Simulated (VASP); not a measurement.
An input for Ansatz (written as the equivalent of a VASP run, and not itself run):

Ansatz 0.2 input:
```yaml
crystal:
  lattice:
    - [-2.7835850, 2.7835850, 2.3829400]
    - [2.7835850, -2.7835850, 2.3829400]
    - [2.7835850, 2.7835850, -2.3829400]
  atoms:
    - { symbol: B, position: [0.2395510, 0.2560190, -0.0062260] }
    - { symbol: B, position: [0.7480770, 0.7595740, -0.0042520] }
    - { symbol: W, position: [0.6833000, 0.8408810, 0.5402470] }
    - { symbol: W, position: [0.3496270, 0.1644950, 0.5099120] }
    - { symbol: W, position: [0.8143470, 0.3098670, 0.1275390] }
    - { symbol: W, position: [0.1650980, 0.6691640, 0.8327790] }
kpoints:
  mp_grid: { grid: [4, 4, 4] }
hamiltonian:
  xc: pbesol
  pseudopotentials: { kind: paw }
scf:
  occupations: { method: gaussian, width: 0.136 }
  max_iter: 100
output: { forces: true, stress: true, eigenvalues: true }
```

Write the VASP files for the same calculation (PBEsol).

Several could match; the one computed here: 
POSCAR:
```
BW2
1.0
 -2.7835850000   2.7835850000   2.3829400000
  2.7835850000  -2.7835850000   2.3829400000
  2.7835850000   2.7835850000  -2.3829400000
B W
2 4
Cart
  0.0285094776  -0.0631706780   1.1957497602
  0.0201670733  -0.0438386802   3.6027741348
  1.9424635534   1.0651833376   2.3446556860
  0.9040527363   1.9347140527   0.0100321774
 -1.0492473135   1.7592786081   2.3750167245
  3.7212216893   0.9150005761   0.0035339000
```

**KPOINTS**
```
kpoints
0
Gamma
 4 4 4
```

INCAR:
```
! general
SYSTEM =BW2
PREC   =Accurate
ENCUT  =400   ! plane-wave cut-off (eV)
LREAL  =.False.   ! projection in real space or not
LASPH  =.True.   ! aspherical one-centre terms

! electronic loop
EDIFF  =1E-6   ! SCF stop (eV)
NELM   =100
ALGO   =Normal
LMAXMIX=6   ! l cut-off of mixed one-centre charges

! smearing
ISMEAR =0   ! Gaussian
SIGMA  =0.136   ! width (eV)

! functional
GGA    =PS

! ions
ISIF   =2   ! forces and stress, cell fixed

! output
LWAVE  =.False.
LCHARG =.False.
```

POTCAR, in this order: B W_sv (PBE.64 set). Program: vasp_std.

The two are equivalent in intent, not identical: each code has its own PAW files, so the cut-off isn't converted (ENCUT is set for VASP's; basis.ecutwfc is left out, and Ansatz then takes the one that its files recommend); Ansatz stops its SCF on the density residual and VASP on the energy change (EDIFF).

The structure comes from a computed database's BW2 entry; how it stands against other phases isn't given here. The cell was not relaxed at this level, atoms are displaced from their ideal sites. The k-mesh is coarse (spacing up to 0.43 per Å, 2π included), so the numbers may not be converged in it. The run is one of a series of settings (GGA = PS, POTCAR B W_sv (PBE.64 set) against the base run), some of them coarse on purpose.
